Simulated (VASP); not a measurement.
# Ag: Ag into a neighbouring Ag vacancy, part 4 of 4

Aim: the barrier for one hop in Ag: Ag into a neighbouring Ag vacancy.

VASP 6.6.1; PBEsol; plane waves and PAW (Ag).

So far. Step 3 (Relax the start): The run ended after 7 ionic steps, 0.082 eV below its first step, once the forces on the free atoms met EDIFFG = -0.05. Step 4 (Relax the end): The run ended after 6 ionic steps, 0.112 eV below its first step, once the forces on the free atoms met EDIFFG = -0.05.

### 5. Nudged elastic band

Images on a straight line between the ends relax across the path, while springs keep them spaced along it.

INCAR reads:

```
SYSTEM = Ag
PREC = Normal
ENCUT = 280
EDIFF = 1E-05
NELM = 120
ISMEAR = 1
SIGMA = 0.15
LREAL = Auto
ALGO = Fast
GGA = PS
NBANDS = 198
LASPH = .TRUE.
LWAVE = .FALSE.
LCHARG = .FALSE.
NCORE = 2
IMAGES = 3
SPRING = -5
IBRION = 1
POTIM = 0.3
NSW = 50
EDIFFG = -0.05
ISYM = 0
ISIF = 0
```

POSCAR reads:

```
Ag
1.0
    8.0821366520      0.0000000000      0.0000000000
    0.0000000000      8.0821366520      0.0000000000
    0.0000000000      0.0000000000      8.0821366520
Ag
31
Direct
    0.7485680329      0.2496857093      0.9992627045
    0.7472155840      0.0010015391      0.2481746998
    0.9998620878      0.0002831465      0.0005077920
    0.2517207514      0.2487391358      0.9994404948
    0.4997618624      0.5002960451      0.9989523577
    0.7496274827      0.7502531625      0.0001726548
    0.2509321566      0.9991175736      0.2489219406
    0.4986596770      0.2489244648      0.2499238458
    0.7472350724      0.4993172674      0.2482707930
    0.5002004776      0.9999638155      0.5006908904
    0.7497568212      0.2484775438      0.5000648481
    0.7504171301      0.9999363539      0.7512646170
    0.9997255986      0.4989663987      0.0000182143
    0.2500738334      0.7500447167      0.9997701879
    0.0003842778      0.2481988719      0.2481997239
    0.2515269811      0.5004598642      0.2482158765
    0.4997185774      0.7511826773      0.2487378343
    0.9999055474      0.9988933757      0.4990142287
    0.2513306570      0.2480246531      0.4999388330
    0.4999937799      0.5003829130      0.5001719104
    0.7488482329      0.7514017777      0.4994771018
    0.2505164323      0.9997690877      0.7512535271
    0.5011500015      0.2493769097      0.7498651280
    0.7495536851      0.5008727795      0.7503304277
    0.9986159042      0.7509721388      0.2481181825
    0.0004999718      0.4998386629      0.4982377750
    0.2515683007      0.7511473826      0.4998422136
    0.0006834033      0.2488767678      0.7510106214
    0.2516104315      0.4998028766      0.7507434303
    0.5006293956      0.7519081643      0.7511375572
    0.0003242794      0.7509046104      0.7509797621
```

KPOINTS reads:

```
Automatic mesh
0
Monkhorst-Pack
2 2 2
0 0 0
```

00/POSCAR reads:

```
Ag
1.0
    8.0821366520      0.0000000000      0.0000000000
    0.0000000000      8.0821366520      0.0000000000
    0.0000000000      0.0000000000      8.0821366520
Ag
31
Direct
    0.7485680329      0.2496857093      0.9992627045
    0.7472155840      0.0010015391      0.2481746998
    0.9998620878      0.0002831465      0.0005077920
    0.2517207514      0.2487391358      0.9994404948
    0.4997618624      0.5002960451      0.9989523577
    0.7496274827      0.7502531625      0.0001726548
    0.2509321566      0.9991175736      0.2489219406
    0.4986596770      0.2489244648      0.2499238458
    0.7472350724      0.4993172674      0.2482707930
    0.5002004776      0.9999638155      0.5006908904
    0.7497568212      0.2484775438      0.5000648481
    0.7504171301      0.9999363539      0.7512646170
    0.9997255986      0.4989663987      0.0000182143
    0.2500738334      0.7500447167      0.9997701879
    0.0003842778      0.2481988719      0.2481997239
    0.2515269811      0.5004598642      0.2482158765
    0.4997185774      0.7511826773      0.2487378343
    0.9999055474      0.9988933757      0.4990142287
    0.2513306570      0.2480246531      0.4999388330
    0.4999937799      0.5003829130      0.5001719104
    0.7488482329      0.7514017777      0.4994771018
    0.2505164323      0.9997690877      0.7512535271
    0.5011500015      0.2493769097      0.7498651280
    0.7495536851      0.5008727795      0.7503304277
    0.9986159042      0.7509721388      0.2481181825
    0.0004999718      0.4998386629      0.4982377750
    0.2515683007      0.7511473826      0.4998422136
    0.0006834033      0.2488767678      0.7510106214
    0.2516104315      0.4998028766      0.7507434303
    0.5006293956      0.7519081643      0.7511375572
    0.0003242794      0.7509046104      0.7509797621
```

01/POSCAR reads:

```
Ag
1.0
    8.0821366520      0.0000000000      0.0000000000
    0.0000000000      8.0821366520      0.0000000000
    0.0000000000      0.0000000000      8.0821366520
Ag
31
Direct
    0.6864525772      0.1876034992      0.9987562512
    0.7478592487      0.0009367870      0.2478417876
    0.9999503466      0.0003666523      0.0001008027
    0.2511353527      0.2490391832      0.9994922390
    0.5001742248      0.4999610230      0.9989596960
    0.7501319485      0.7503808737     -0.0002885055
    0.2510113476      0.9996196059      0.2488886868
    0.4993565842      0.2491534876      0.2492818691
    0.7480641378      0.4994375004      0.2483271643
    0.5008968287      1.0001991589      0.4998756259
    0.7498299792      0.2491910206      0.4997694098
    0.7502179825      1.0003937010      0.7508036004
    0.9994962063      0.4991150733      0.0001363731
    0.2502296342      0.7501894850      0.9998038027
   -0.0000501030      0.2484627314      0.2482076425
    0.2511528100      0.4999891567      0.2479888295
    0.5005763086      0.7506887410      0.2481515235
    0.9993829070      0.9996878032      0.4990177480
    0.2509969739      0.2486931793      0.4996100068
    0.5002886170      0.4999517537      0.4998596117
    0.7492801197      0.7508884175      0.4997717120
    0.2503657323      1.0006048535      0.7505560951
    0.5008599210      0.2497245314      0.7495402447
    0.7496992632      0.5006160174      0.7505251123
    0.9987467628      0.7509858276      0.2484290617
    0.0001535330      0.4996815919      0.4985440114
    0.2515910599      0.7505925474      0.4995682954
   -0.0000262833      0.2493164530      0.7508678711
    0.2509696931      0.4994617490      0.7510865721
    0.5006096550      0.7515106975      0.7509712917
    0.0003870878      0.7509566100      0.7508221892
```

02/POSCAR reads:

```
Ag
1.0
    8.0821366520      0.0000000000      0.0000000000
    0.0000000000      8.0821366520      0.0000000000
    0.0000000000      0.0000000000      8.0821366520
Ag
31
Direct
    0.6243371215      0.1255212890      0.9982497978
    0.7485029134      0.0008720348      0.2475088754
    1.0000386054      0.0004501580     -0.0003061866
    0.2505499540      0.2493392306      0.9995439832
    0.5005865871      0.4996260008      0.9989670342
    0.7506364143      0.7505085849     -0.0007496657
    0.2510905386      1.0001216382      0.2488554330
    0.5000534915      0.2493825105      0.2486398924
    0.7488932033      0.4995577333      0.2483835356
    0.5015931797      1.0004345022      0.4990603614
    0.7499031371      0.2499044974      0.4994739714
    0.7500188348      1.0008510480      0.7503425838
    0.9992668140      0.4992637480      0.0002545319
    0.2503854350      0.7503342532      0.9998374175
   -0.0004844838      0.2487265908      0.2482155610
    0.2507786388      0.4995184492      0.2477617824
    0.5014340398      0.7501948048      0.2475652126
    0.9988602666      1.0004822307      0.4990212674
    0.2506632908      0.2493617055      0.4992811805
    0.5005834541      0.4995205944      0.4995473130
    0.7497120065      0.7503750573      0.5000663221
    0.2502150323      1.0014406192      0.7498586630
    0.5005698406      0.2500721530      0.7492153614
    0.7498448413      0.5003592554      0.7507197968
    0.9988776213      0.7509995165      0.2487399409
   -0.0001929058      0.4995245208      0.4988502477
    0.2516138191      0.7500377122      0.4992943771
   -0.0007359700      0.2497561383      0.7507251208
    0.2503289547      0.4991206214      0.7514297139
    0.5005899144      0.7511132306      0.7508050262
    0.0004498962      0.7510086095      0.7506646162
```

03/POSCAR reads:

```
Ag
1.0
    8.0821366520      0.0000000000      0.0000000000
    0.0000000000      8.0821366520      0.0000000000
    0.0000000000      0.0000000000      8.0821366520
Ag
31
Direct
    0.5622216658      0.0634390789      0.9977433445
    0.7491465780      0.0008072827      0.2471759633
    1.0001268642      0.0005336638     -0.0007131760
    0.2499645553      0.2496392780      0.9995957274
    0.5009989495      0.4992909787      0.9989743725
    0.7511408801      0.7506362961     -0.0012108260
    0.2511697296      1.0006236705      0.2488221791
    0.5007503987      0.2496115334      0.2479979156
    0.7497222688      0.4996779662      0.2484399069
    0.5022895308      1.0006698456      0.4982450969
    0.7499762950      0.2506179742      0.4991785331
    0.7498196872      1.0013083951      0.7498815673
    0.9990374218      0.4994124226      0.0003726907
    0.2505412359      0.7504790215      0.9998710323
   -0.0009188646      0.2489904503      0.2482234796
    0.2504044676      0.4990477416      0.2475347354
    0.5022917711      0.7497008685      0.2469789018
    0.9983376261      1.0012766582      0.4990247868
    0.2503296076      0.2500302317      0.4989523542
    0.5008782913      0.4990894350      0.4992350144
    0.7501438933      0.7498616971      0.5003609322
    0.2500643323      1.0022763850      0.7491612310
    0.5002797601      0.2504197746      0.7488904780
    0.7499904194      0.5001024934      0.7509144813
    0.9990084798      0.7510132054      0.2490508201
   -0.0005393445      0.4993674498      0.4991564840
    0.2516365783      0.7494828770      0.4990204588
   -0.0014456566      0.2501958236      0.7505823706
    0.2496882163      0.4987794938      0.7517728557
    0.5005701738      0.7507157638      0.7506387607
    0.0005127045      0.7510606090      0.7505070433
```

04/POSCAR reads:

```
Ag
1.0
    8.0821366520      0.0000000000      0.0000000000
    0.0000000000      8.0821366520      0.0000000000
    0.0000000000      0.0000000000      8.0821366520
Ag
31
Direct
    0.5001062101      0.0013568688      0.9972368912
    0.7497902427      0.0007425306      0.2468430511
    1.0002151230      0.0006171696     -0.0011201653
    0.2493791566      0.2499393254      0.9996474716
    0.5014113119      0.4989559566      0.9989817108
    0.7516453459      0.7507640073     -0.0016719863
    0.2512489206      1.0011257028      0.2487889253
    0.5014473060      0.2498405562      0.2473559389
    0.7505513342      0.4997981992      0.2484962782
    0.5029858819      1.0009051890      0.4974298324
    0.7500494530      0.2513314510      0.4988830948
    0.7496205396      1.0017657421      0.7494205507
    0.9988080295      0.4995610972      0.0004908495
    0.2506970367      0.7506237898      0.9999046471
   -0.0013532454      0.2492543098      0.2482313982
    0.2500302965      0.4985770341      0.2473076884
    0.5031495023      0.7492069322      0.2463925910
    0.9978149857      1.0020710857      0.4990283061
    0.2499959245      0.2506987579      0.4986235280
    0.5011731284      0.4986582757      0.4989227157
    0.7505757801      0.7493483369      0.5006555424
    0.2499136323      1.0031121508      0.7484637990
    0.4999896796      0.2507673963      0.7485655947
    0.7501359975      0.4998457313      0.7511091659
    0.9991393384      0.7510268942      0.2493616993
   -0.0008857833      0.4992103788      0.4994627204
    0.2516593375      0.7489280418      0.4987465406
   -0.0021553432      0.2506355088      0.7504396203
    0.2490474779      0.4984383662      0.7521159975
    0.5005504332      0.7503182970      0.7504724952
    0.0005755129      0.7511126086      0.7503494704
```

PAW data sets: Ag (PBE family, release 64).

The run is started by

```console
$ mpirun -np 6 vasp_std
```

What it wrote:

```text
[banner, memory and clock lines left out]
running    6 mpi-ranks, on    1 nodes
 each image running on    2 cores
 distrk:  each k-point on    2 cores,    1 groups
 distr:  one band on    2 cores,    1 groups

 POSCAR found type information on POSCAR Ag
 01/POSCAR found :  1 types and      31 ions
 [... a notice as in an earlier step ...]

 LDA part: xc-table for (Slater+PW92), standard interpolation
 POSCAR found type information on POSCAR Ag
 00/POSCAR found :  1 types and      31 ions
 POSCAR found type information on POSCAR Ag
 04/POSCAR found :  1 types and      31 ions
 POSCAR, INCAR and KPOINTS ok, starting setup
 FFT: planning ... GRIDC
 FFT: planning ... GRID_SOFT
 FFT: planning ... GRID
 WAVECAR not read
 entering main loop
       N       E                     dE             d eps       ncg     rms          rms(c)
DAV:   1     0.176057621695E+04    0.17606E+04   -0.12171E+05  1584   0.106E+03
DAV:   2    -0.424164563300E+02   -0.18030E+04   -0.17229E+04  1640   0.299E+02
DAV:   3    -0.109347421472E+03   -0.66931E+02   -0.65448E+02  1664   0.587E+01
DAV:   4    -0.110015355761E+03   -0.66793E+00   -0.66654E+00  1680   0.573E+00
DAV:   5    -0.110021699007E+03   -0.63432E-02   -0.63427E-02  1668   0.568E-01    0.329E+01
RMM:   6    -0.100147135212E+03    0.98746E+01   -0.34911E+01  1584   0.159E+01    0.201E+01
RMM:   7    -0.998941302419E+02    0.25300E+00   -0.20379E+00  1584   0.259E+00    0.109E+01
RMM:   8    -0.997953003010E+02    0.98830E-01   -0.24372E-01  1584   0.142E+00    0.145E+00
RMM:   9    -0.997886784519E+02    0.66218E-02   -0.36721E-02  1584   0.471E-01    0.213E-01
RMM:  10    -0.997890603968E+02   -0.38194E-03   -0.59189E-03  1586   0.134E-01    0.121E-01
RMM:  11    -0.997890955624E+02   -0.35166E-04   -0.73681E-04  1585   0.734E-02    0.525E-02
RMM:  12    -0.997891145485E+02   -0.18986E-04   -0.13484E-04  1596   0.255E-02    0.171E-02
RMM:  13    -0.997891080561E+02    0.64924E-05   -0.49670E-05  1401   0.180E-02
   1 F= -.99789108E+02 E0= -.99776787E+02  d E =-.997891E+02
 BRION: g(F)=  0.572E+00 g(S)=  0.000E+00
 bond charge predicted
       N       E                     dE             d eps       ncg     rms          rms(c)
DAV:   1    -0.998755578010E+02   -0.86443E-01   -0.22040E+01  1608   0.951E+00    0.416E-01
RMM:   2    -0.998836978793E+02   -0.81401E-02   -0.85078E-02  1584   0.923E-01    0.274E-01
RMM:   3    -0.998837960337E+02   -0.98154E-04   -0.72304E-03  1584   0.262E-01    0.125E-01
RMM:   4    -0.998836920927E+02    0.10394E-03   -0.10147E-03  1584   0.872E-02    0.240E-02
RMM:   5    -0.998837025606E+02   -0.10468E-04   -0.16967E-04  1584   0.345E-02    0.174E-02
RMM:   6    -0.998837028042E+02   -0.24361E-06   -0.32845E-05  1000   0.139E-02
   2 F= -.99883703E+02 E0= -.99872528E+02  d E =-.945947E-01
[... from here on, the cycles between the ionic steps are left out ...]
   3 F= -.99995639E+02 E0= -.99986600E+02  d E =-.111936E+00
   5 F= -.10004463E+03 E0= -.10003688E+03  d E =-.266681E-01
   6 F= -.10005758E+03 E0= -.10005024E+03  d E =-.129510E-01
   7 F= -.10006403E+03 E0= -.10005687E+03  d E =-.645079E-02
   8 F= -.10006765E+03 E0= -.10006052E+03  d E =-.361332E-02
   9 F= -.10007073E+03 E0= -.10006357E+03  d E =-.307907E-02
  10 F= -.10007334E+03 E0= -.10006614E+03  d E =-.261638E-02
 BRION: g(F)=  0.194E-02 g(S)=  0.000E+00
 BRIONS problems: POTIM should be increased
 retain N=  1 mean eig= 8.41
 eig:   8.406
 bond charge predicted
       N       E                     dE             d eps       ncg     rms          rms(c)
DAV:   1    -0.100074981884E+03   -0.16366E-02   -0.19593E+00  1596   0.288E+00    0.492E-02
RMM:   2    -0.100075665475E+03   -0.68359E-03   -0.70713E-03  1584   0.275E-01    0.418E-02
RMM:   3    -0.100075706029E+03   -0.40553E-04   -0.70476E-04  1584   0.804E-02    0.384E-02
RMM:   4    -0.100075670657E+03    0.35372E-04   -0.77726E-05  1568   0.235E-02    0.279E-02
RMM:   5    -0.100075652082E+03    0.18575E-04   -0.18757E-04  1584   0.308E-02    0.182E-02
RMM:   6    -0.100075647235E+03    0.48470E-05   -0.11457E-05   853   0.957E-03
  11 F= -.10007565E+03 E0= -.10006840E+03  d E =-.230476E-02
 BRION: g(F)=  0.156E-02 g(S)=  0.000E+00
 BRIONS problems: POTIM should be increased
 retain N=  1 mean eig= 8.65
 eig:   8.647
 reached required accuracy - stopping structural energy minimisation
```

Run time: 7.6 min. Hardware: 6 MPI ranks of AMD EPYC 7R43, shared host; peak memory 1.2 GiB; 45 min of CPU time.

From OUTCAR (step 5):

```text
   NELECT =     341.0000    total number of electrons

  tangential force (eV/A)        -0.608554
  left and right image   0.770431  0.765086 A

  tangential force (eV/A)        -0.613328
  left and right image   0.773335  0.769352 A

 E-fermi :   8.1829

 k-point     1 :       0.2500    0.2500    0.2500
  band No.  band energies     occupation
    ...
    167       7.9361      2.04203
    168       7.9677      2.06087
    169       8.0536      2.00846
    170       8.1429      1.43405
    171       8.1595      1.25977
    172       8.2984      0.03588
    173       8.6003     -0.00060
    174       8.6996     -0.00001
    175       8.7078     -0.00001
    176       9.8081     -0.00000
    ...

 POSITION                                       TOTAL-FORCE (eV/Angst)
 -----------------------------------------------------------------------------------
      5.58042      1.53995      8.07661         0.417030      0.414851     -0.001119
      6.08754     -0.06358      2.13249        -0.062988      0.026867     -0.067414
      8.03360      0.00648     -0.00571         0.030869     -0.047332      0.002976
      2.07632      1.98559      8.07730        -0.033127     -0.014906     -0.000457
      4.04800      3.99125      8.07753        -0.048368      0.033490      0.000347
      6.02940      6.11590      8.07616        -0.017290     -0.032293      0.003221
      2.01043      8.08021      1.98454        -0.012169     -0.016404      0.024502
      3.97986      2.04459      2.13378         0.019988     -0.057806     -0.067464
      6.03997      3.99232      1.94756        -0.023530     -0.001092      0.015210
      4.01117     -0.03116      4.03508        -0.014148     -0.013329     -0.000583
      6.06110      2.02057      4.03707        -0.009887     -0.014062      0.001218
      6.08452     -0.06266      5.93860        -0.055098      0.023746      0.068352
      8.04702      4.00545     -0.00516         0.015003      0.014323     -0.000026
      2.03766      6.07959      8.07770        -0.024681     -0.027111     -0.000174
      8.03385      1.99617      1.94775        -0.001696     -0.017468      0.012647
      1.99585      4.04170      1.98829         0.007982     -0.033234      0.005377
      4.04029      6.04900      1.98280        -0.017200     -0.006708      0.025539
      8.12056      8.06417      4.03653        -0.058943     -0.021991     -0.002007
      1.95061      2.02416      4.03486         0.042432     -0.027057      0.001996
      4.02243      4.08055      4.03556        -0.019296     -0.061684      0.000743
      6.06425      5.99281      4.03630        -0.024907      0.037023     -0.001294
      2.00940     -0.00185      6.08613        -0.009959     -0.014700     -0.022149
      3.97668      2.04460      5.93758         0.029931     -0.057651      0.068993
      6.03682      3.99179      6.12502        -0.016540      0.001401     -0.013650
[...]
-----------------------------------------------------------------------------------
    total drift:                                0.006439      0.005677      0.007221

  FREE ENERGIE OF THE ION-ELECTRON SYSTEM (eV)
  ---------------------------------------------------
  free  energy   TOTEN  =      -100.0756472351 eV

  energy  without entropy=     -100.0539050270  energy(sigma->0) =     -100.06839983

  tangential force (eV/A)        -0.619824
  left and right image   0.775590  0.773054 A

[... 6 parts as in an earlier step ...]

[... 6 further parts left out ...]
```

The path, image by image:

| image | path (A) | energy (eV) | Ag1: x, y, z (Å) |
| --- | --- | --- | --- |
| 0 | 0.000 | 0.0000 | 6.050, 2.018, 8.076 |
| 1 | 0.776 | 0.3239 | 5.580, 1.540, 8.077 |
| 2 | 1.549 | 0.6229 | 5.047, 1.012, 8.076 |
| 3 | 2.322 | 0.3195 | 4.519, 0.479, 8.078 |
| 4 | 3.098 | 0.0031 | 4.042, 0.011, 8.060 |

Numbers from this step:

```
electronic cycles                        : 73
path length                              : 3.098 Å
barrier                                  : 0.6229 eV
barrier in the reverse direction         : 0.6198 eV
barrier from a spline through the images : 0.6229 eV
reaction energy                          : 0.003082 eV
```

What the program prints for this run, and its count of cycles, belong to image 1; the force that counts for the threshold is the band's, across the path.

### 6. What came out

```
hop                                      : Ag into a neighbouring Ag vacancy
barrier                                  : 0.623 eV
barrier in the reverse direction         : 0.620 eV
barrier from a spline through the images : 0.623 eV
reaction energy                          : 0.00308 eV
path length                              : 3.10 Å
```

The barrier is 0.62 eV forwards and 0.62 eV backwards. With an attempt frequency of 10¹³ per second, taken as a typical value, this barrier gives about 10^3 hops a second at 300 K. Both ends are alike and an image sits at the midpoint, which is the saddle if the path is symmetric. The band met its force threshold after 11 steps. Cell and mesh are small and were not tested. The band started on a straight line, so other routes may lie lower.

[Lines on the potential files, build, host, timing and source positions are cut from VASP's logs without a mark.]

[Logs are printed without paths, hosts, clocks, repeated set-up lines and the standing remarks that a program may print on its own settings, such as how far it seeks lower states.]

[Hosts, paths, dates, database ids (printed as entryN), source tags and the programs' standing remarks are cut or masked in the printed files.]

[Runs that stopped without an error message from VASP are left out.]
